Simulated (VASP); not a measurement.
Output of a VASP run:

### OSZICAR
```
       N       E                     dE             d eps       ncg     rms          rms(c)
DAV:   1     0.629082300017E+02    0.62908E+02   -0.82323E+03   448   0.115E+03
DAV:   2    -0.765756150848E+02   -0.13948E+03   -0.13564E+03   496   0.315E+02
DAV:   3    -0.868419782301E+02   -0.10266E+02   -0.10172E+02   568   0.925E+01
DAV:   4    -0.870874707088E+02   -0.24549E+00   -0.24543E+00   556   0.180E+01
DAV:   5    -0.870956385394E+02   -0.81678E-02   -0.81677E-02   612   0.284E+00    0.318E+00
DAV:   6    -0.826846638871E+02    0.44110E+01   -0.19084E+00   532   0.268E+01    0.275E+00
DAV:   7    -0.825888814518E+02    0.95782E-01   -0.70177E-01   448   0.908E+00    0.163E+00
DAV:   8    -0.826260243888E+02   -0.37143E-01   -0.76724E-01   448   0.509E+00    0.620E-01
DAV:   9    -0.826682234943E+02   -0.42199E-01   -0.57202E-02   466   0.194E+00    0.564E-01
DAV:  10    -0.826389653682E+02    0.29258E-01   -0.37490E-02   448   0.139E+00    0.974E-01
DAV:  11    -0.826986210892E+02   -0.59656E-01   -0.21187E-01   448   0.295E+00    0.216E-01
DAV:  12    -0.827007845126E+02   -0.21634E-02   -0.11855E-02   508   0.753E-01    0.142E-01
DAV:  13    -0.827037992022E+02   -0.30147E-02   -0.12158E-03   466   0.293E-01    0.964E-02
DAV:  14    -0.827048313176E+02   -0.10321E-02   -0.34722E-03   448   0.677E-01    0.101E-01
DAV:  15    -0.827054202333E+02   -0.58892E-03   -0.67660E-04   460   0.338E-01    0.170E-02
DAV:  16    -0.827053758951E+02    0.44338E-04   -0.81626E-05   484   0.945E-02    0.680E-03
DAV:  17    -0.827054298889E+02   -0.53994E-04   -0.31064E-05   466   0.655E-02    0.900E-03
DAV:  18    -0.827054273079E+02    0.25810E-05   -0.35683E-06   500   0.246E-02    0.708E-03
DAV:  19    -0.827054293017E+02   -0.19938E-05   -0.43599E-06   454   0.181E-02    0.248E-03
DAV:  20    -0.827054278072E+02    0.14946E-05   -0.72030E-07   248   0.883E-03    0.258E-03
DAV:  21    -0.827054281782E+02   -0.37103E-06   -0.66314E-08   224   0.348E-03
   1 F= -.82705428E+02 E0= -.82705428E+02  d E =-.827054E+02
       N       E                     dE             d eps       ncg     rms          rms(c)
DAV:   1    -0.827058266816E+02   -0.39887E-03   -0.13481E-02   550   0.211E+00    0.109E-01
DAV:   2    -0.827054908106E+02    0.33587E-03   -0.73713E-04   544   0.491E-01    0.415E-02
DAV:   3    -0.827054344011E+02    0.56410E-04   -0.23290E-04   538   0.273E-01    0.755E-03
DAV:   4    -0.827054352200E+02   -0.81897E-06   -0.22733E-05   448   0.479E-02    0.501E-03
DAV:   5    -0.827054320900E+02    0.31301E-05   -0.21430E-05   448   0.394E-02    0.362E-03
DAV:   6    -0.827054371158E+02   -0.50258E-05   -0.65625E-06   448   0.206E-02    0.289E-03
DAV:   7    -0.827054309031E+02    0.62127E-05   -0.51868E-06   448   0.214E-02    0.159E-03
DAV:   8    -0.827054366349E+02   -0.57318E-05   -0.92228E-06   448   0.274E-02    0.410E-04
DAV:   9    -0.827054370995E+02   -0.46463E-06   -0.24705E-07   224   0.372E-03
   2 F= -.82705437E+02 E0= -.82705437E+02  d E =-.892128E-05
```

File OUTCAR:
```
------------------------ aborting loop because EDIFF is reached ----------------------------------------
  FORCE on cell =-STRESS in cart. coord.  units (eV):
  Direction    XX          YY          ZZ          XY          YZ          ZX
  --------------------------------------------------------------------------------------
  Total       -0.0074277     -0.0074277     -0.0074277     -0.0000000      0.0000000     -0.0000000
  in kB       -0.1705357     -0.1705357     -0.1705357     -0.0000000      0.0000000     -0.0000000
  external PRESSURE =      -0.1705357 kB  Pullay stress =       0.0000000 kB
  volume of cell :       69.78
      direct lattice vectors                 reciprocal lattice vectors
     0.000000000  3.267677713  3.267677713    -0.153013866  0.153013866  0.153013866
     3.267677713  0.000000000  3.267677713     0.153013866 -0.153013866  0.153013866
     3.267677713  3.267677713 -0.000000000     0.153013866  0.153013866 -0.153013866
  FREE ENERGIE OF THE ION-ELECTRON SYSTEM (eV)
  ---------------------------------------------------
  free  energy   TOTEN  =       -82.7054370995 eV

  energy  without entropy=      -82.7054370995  energy(sigma->0) =      -82.70543710

 reached required accuracy - stopping structural energy minimisation
```
(Selected blocks of OUTCAR.)

File POSCAR:
```
PbTe
1
   -0.0000000000     3.2660183186     3.2660183186
    3.2660183186    -0.0000000000     3.2660183186
    3.2660183186     3.2660183186    -0.0000000000
Te Pb
1 1
Direct
  0.5000000000   0.5000000000   0.5000000000
  0.0000000000   0.0000000000   0.0000000000
```

Problem. Reconstruct the remaining input files.

Solution. One answer among several that fit: the input of the run itself, r2SCAN meta-GGA, plane waves, VASP's PBE PAW potentials (set 64).

### INCAR
```
SYSTEM = PbTe
PREC = Accurate
ENCUT = 400
EDIFF = 1E-6
NELM = 100
ALGO = Normal
LREAL = .FALSE.
LASPH = .TRUE.
ISMEAR = 0
SIGMA = 0.05
METAGGA = R2SCAN
LMIXTAU = .TRUE.
LMAXMIX = 4
LWAVE = .FALSE.
LCHARG = .FALSE.
IBRION = 2
ISIF = 3
NSW = 60
EDIFFG = -0.01
```

**KPOINTS**
```
Automatic mesh
0
Gamma
6 6 6
0 0 0
```

POTCAR, in this order: Te Pb_d (PBE.64 set). Program: vasp_std.

The compound is PbTe in the rock salt structure. This run relaxes it. Symmetry was kept, so distortions that lower it aren't found. The start is the result of an earlier pass.
